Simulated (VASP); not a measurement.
A run of VASP 6.6.1:

Contents of INCAR:

```
SYSTEM = Ge
  ALGO = Fast
  EDIFF = 1E-7
  EDIFFG = -0.005
  ENCUT = 580
  GGA = PS
  IBRION = 2
  ISIF = 3
  ISMEAR = 0
  LASPH = .TRUE.
  LCHARG = .FALSE.
  LREAL = .FALSE.
  LWAVE = .FALSE.
  NELM = 80
  NSW = 90
  PREC = Accurate
  SIGMA = 0.1
```

File KPOINTS:

```
k-points
0
G
  14 14 14
  0 0 0
```

Contents of POSCAR:

```
Ge
1.0
    0.0000000000      2.8287700000      2.8287700000
    2.8287700000      0.0000000000      2.8287700000
    2.8287700000      2.8287700000      0.0000000000
Ge
2
Direct
    0.5000000000      0.5000000000      0.5000000000
    0.7500000000      0.7500000000      0.7500000000
```

Potentials or basis: VASP PAW PBE potentials, release 64 (Ge).

Command:

```sh
$ cat potpaw_PBE.64/Ge/POTCAR > POTCAR
$ mpirun -np 1 vasp_std > vasp.out
```

Hardware: 1 thread of Intel(R) Xeon(R) Platinum 8259CL CPU @ 2.50GHz (Skylake/Cascade Lake) (shared host).

Task: How long does it take, and how much memory?

Result: It took 58 s on 1 thread of Intel(R) Xeon(R) Platinum 8259CL CPU @ 2.50GHz (Skylake/Cascade Lake), with other jobs on the host, peak memory 0.21 GiB. Counts: scf iterations 28, k points 104, ion steps 3.
